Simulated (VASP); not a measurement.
Crystal: Rb2Mg.

```
Rb Mg
1.0
     8.91905   -4.05324    0.00000
     8.91905    4.05324    0.00000
     0.00000    0.00000    5.61796
Rb Mg
4 2
Direct
  0.59200 0.13193 0.75000
  0.13193 0.59200 0.25000
  0.40800 0.86807 0.25000
  0.86807 0.40800 0.75000
  0.09141 0.90859 0.75000
  0.90859 0.09141 0.25000
```

The cell comes from a database or a generator and needn't be the stable form of this composition.

```yaml
Program: VASP 6.6.1
Task: single point
Functional: PBE
Potentials_or_basis: VASP PAW PBE potentials, release 64 (Rb_sv, Mg)
Cutoff: 520 eV
k_mesh: 4 × 4 × 5
Occupations: fermi-dirac, width 0.05 eV
Spin: no spin polarisation
```

On this cell: pressure 0.0 GPa; largest force 0.051 eV/Å; band gap on the k mesh none (metal or under the smearing width).

The same run follows on a disturbed copy (atoms moved at random, drawn with an rms of 0.05 Å):

```
Rb Mg
1.0
     8.91905   -4.05324    0.00000
     8.91905    4.05324    0.00000
     0.00000    0.00000    5.61796
Rb Mg
4 2
Cartesian
  6.4985 -1.8358 4.2333
  6.4562 1.8999 1.3939
  11.4003 1.8696 1.4182
  11.3813 -1.8873 4.2019
  8.9093 3.2926 4.1772
  8.9162 -3.3478 1.4228
```

What does the disturbed cell give?

The energy (extrapolated to zero smearing) moves by +0.4 meV/atom; pressure 0.0 GPa; largest force 0.097 eV/Å; band gap on the k mesh none (metal or under the smearing width).

Forces in eV/Å, atoms in the order of the input:
```
Rb  -0.013  0.001 -0.006
Rb  -0.036 -0.022 -0.004
Rb   0.014 -0.008 -0.017
Rb   0.010  0.002  0.011
Mg   0.009  0.044  0.086
Mg   0.015 -0.018 -0.072
```

Stress tensor (GPa, compression positive):
```
 0.13  0.01  0.00
 0.01  0.08 -0.02
 0.00 -0.02 -0.15
```
